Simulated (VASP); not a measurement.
Consider the following.

```
Se
1.0
    2.13595    -3.69957     0.00000
    2.13595     3.69957     0.00000
    0.00000     0.00000     5.22773
Se
3
Direct
  0.00000   0.23783   0.66667
  0.76217   0.76217   0.00000
  0.23783   0.00000   0.33333
```

These are PBE GGA with D3 dispersion (zero damping), VASP's PBE PAW potentials (set 64) (plane waves; VASP 6.6.1) values and carry that method's errors. Settings: 520 eV cut-off, 6×6×5 Γ-centred mesh, Gaussian smearing of 0.050 eV, potentials Se.

Question: The ions and cell shape at fixed volume are relaxed. What does this cell relax into?

Answer: 
```
Se
1.0
    2.16215    -3.74495     0.00000
    2.16215     3.74495     0.00000
    0.00000     0.00000     5.10180
Se
3
Direct
  0.00000   0.22925   0.66667
  0.77075   0.77075   0.00000
  0.22925   0.00000   0.33333
```
Space group P3_121 (152), at a tolerance of 0.03 Å.

Question: How much energy does the relaxation gain?

Answer: The energy (σ→0) changes by -12.5 meV/atom, in 6 ionic steps.

The compound is Se in the trig structure. This cell is one point of a volume scan, at 1.06 of the reference volume. Symmetry was kept, so distortions that lower it aren't found.
